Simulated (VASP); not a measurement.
Energy against volume of MnF2 (rutile). Level of theory: LDA (Ceperley-Alder, Perdew-Zunger), VASP's LDA PAW potentials (set 64) (plane waves; VASP). Settings: 520 eV cut-off, 5×5×7 Γ-centred mesh, Gaussian smearing of 0.050 eV, potentials Mn_pv F.

Shape and ions are relaxed at each volume.

| V (Å³/atom) | E (eV/atom) |
|---|---|
| 11.804 | -6.98281 |
| 12.169 | -6.98764 |
| 12.534 | -6.98493 |
| 12.899 | -6.97585 |

Problem. Fit these four points and predict the energy of the run at 11.439 Å³/atom.

Solution. A cubic in V^(−2/3), the third-order Birch-Murnaghan form, passes through the four points with V0 = 12.21 Å³/atom and B0 = 108 GPa, and gives -6.9691 eV/atom there. The run gave -6.9691 eV/atom, -0.0 meV/atom from the fit; all five points give B0 = 108 GPa.

The compound is MnF2 in the rutile structure. It was relaxed first, which changed the volume by -7 %.
